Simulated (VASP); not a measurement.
A run of VASP 6.6.1 is set up as follows.

Contents of INCAR:

```
SYSTEM = NbWS4
PREC = Accurate
ENCUT = 520
EDIFF = 1E-6
ISMEAR = 0
SIGMA = 0.1
LREAL = .FALSE.
LASPH = .TRUE.
NELM = 120
ALGO = Normal
ISIF = 3
LWAVE = .FALSE.
LCHARG = .FALSE.
GGA = PE
IBRION = 2
NSW = 90
EDIFFG = -0.01
KPAR = 4
```

Contents of KPOINTS:

```
regular mesh
0
G
  10 10 4
  0 0 0
```

Contents of POSCAR:

```
NbWS4
1.0
    3.2679259500      0.0000000000      0.0000000000
   -1.6339629700      2.8301068900      0.0000000000
    0.0000000000      0.0000000000     13.2860000000
Nb W S
1 1 4
Direct
    0.0000000000      0.0000000000      0.0000000000
    0.3333333300      0.6666666700      0.5000000000
    0.3333333300      0.6666666700      0.1191479800
    0.3333333300      0.6666666700      0.8808520200
    0.0000000000      0.0000000000      0.3838627100
    0.0000000000      0.0000000000      0.6161372900
```

Potentials or basis: VASP PAW PBE potentials, release 64 (Nb_sv, W_sv, S).

Launch:

```bash
$ cat potpaw_PBE.64/Nb_sv/POTCAR potpaw_PBE.64/W_sv/POTCAR potpaw_PBE.64/S/POTCAR > POTCAR
$ mpirun -np 4 vasp_std > vasp.out
```

Question: Predict the band gap on the k mesh.

Answer: None (metal or under the smearing width).

Question: Predict the space group after relaxing (to 0.05 Å).

Answer: P-6m2 (No. 187).

Question: Predict the relaxed volume.

Answer: 20.89 Å³/atom.

Question: What does it give for the relaxed cell?

Answer: a = 3.264 Å, b = 3.264 Å, c = 13.587 Å, α = 90.00°, β = 90.00°, γ = 120.00°.

Final structure:
```
Nb W S
1.0
     3.26379    0.00000    0.00000
    -1.63190    2.82653    0.00000
     0.00000    0.00000   13.58731
Nb W S
1 1 4
Direct
  0.00000 0.00000 0.00000
  0.33333 0.66667 0.50000
  0.33333 0.66667 0.11698
  0.33333 0.66667 0.88302
  0.00000 0.00000 0.38641
  0.00000 0.00000 0.61359
```

Caveat: this functional lacks dispersion, which binds the layers, so the pressure and a relaxed spacing across them are unreliable. Spin-orbit coupling is left out, which matters for the levels of W.
